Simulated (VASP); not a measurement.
An input for Quantum ESPRESSO's pw.x (written as the equivalent of a VASP run, and not itself run):

```
&CONTROL
  calculation = 'scf'
  pseudo_dir = './pseudo'
  outdir = './out'
  tprnfor = .true.
  tstress = .true.
/
&SYSTEM
  ibrav = 0
  nat = 2
  ntyp = 2
  ecutwfc = 102
  occupations = 'tetrahedra'
  input_dft = 'pbe'
/
&ELECTRONS
  conv_thr = 7.3e-09
  electron_maxstep = 100
/
ATOMIC_SPECIES
  Cd 112.414 Cd.upf
  O 15.999 O.upf
CELL_PARAMETERS angstrom
     0.0000000    2.3910499    2.3910499
     2.3910499    0.0000000    2.3910499
     2.3910499    2.3910499    0.0000000
ATOMIC_POSITIONS crystal
  Cd   0.0000000  0.0000000  0.0000000
  O    0.5000000  0.5000000  0.5000000
K_POINTS automatic
  15 15 15 0 0 0
```

Question: Translate this input to VASP (INCAR, KPOINTS, POSCAR, choice of POTCAR).

Answer: One answer among several that fit: 
POSCAR:
```
CdO
1
    0.0000000000     2.3910499328     2.3910499328
    2.3910499328     0.0000000000     2.3910499328
    2.3910499328     2.3910499328     0.0000000000
Cd O
1 1
Direct
  0.0000000000   0.0000000000   0.0000000000
  0.5000000000   0.5000000000   0.5000000000
```

### INCAR
```
LCHARG = .TRUE.
LWAVE = .FALSE.
ENCUT = 520   # plane-wave cut-off (eV)
LMAXMIX = 4
ALGO = Normal   # blocked Davidson
NEDOS = 601   # DOS grid
LORBIT = 11   # lm-projected
LASPH = .TRUE.   # aspherical one-centre terms
EDIFF = 1E-7
ISIF = 2
ISMEAR = -5   # tetrahedra, Bloechl
GGA = PE   # PBE
LREAL = .FALSE.
NELM = 100
PREC = Accurate
SYSTEM = CdO
```

**KPOINTS**
```
K-points
0
gamma
 15 15 15
0 0 0
```

POTCAR, in this order: Cd O (PBE.64 set). Program: vasp_std.

Limits of the translation: the potentials are each code's own (VASP's PAW set, PseudoDojo norm-conserving files in pw.x), so ENCUT and ecutwfc are chosen apart and not converted; conv_thr bounds pw.x's estimated SCF error, while EDIFF bounds the energy change between steps.

The compound is CdO in the rock salt structure. It was relaxed first, which changed the volume by +5 %.
